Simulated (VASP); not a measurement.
Input of a VASP 6.6.1 run:

INCAR

```
ALGO = Fast
EDIFF = 1E-7
ENCUT = 520
ISIF = 2
ISMEAR = 0
LASPH = T
LCHARG = F
LORBIT = 11
LREAL = F
LWAVE = F
NELM = 80
PREC = Accurate
SIGMA = 0.02
```

KPOINTS

```
k-points
0
Gamma
  12 12 12
```

POSCAR

```
SiF
1.0
    1.3386000000      0.7728400000      3.8983100000
   -1.3386000000      0.7728400000      3.8983100000
    0.0000000000     -1.5456800000      3.8983100000
Si F
1 1
Direct
    0.5000000000      0.5000000000      0.5000000000
    0.0000000000      0.0000000000      0.0000000000
```

Potentials or basis: VASP PAW LDA potentials, release 64 (Si, F).

Command:

```bash
$ cat potpaw_LDA.64/Si/POTCAR potpaw_LDA.64/F/POTCAR > POTCAR
$ mpirun -np 1 vasp_std > vasp.out
```

Predict the band gap on the k mesh.

none (metal or under the smearing width).

What does it give for the pressure?

-6.5 GPa.

Stress tensor (GPa, compression positive):
```
-5.02  0.00  0.00
 0.00 -5.02  0.00
 0.00  0.00 -9.53
```

Caveat: an odd number of electrons without spin polarisation forces a metal; a magnetic or distorted state may lie lower.
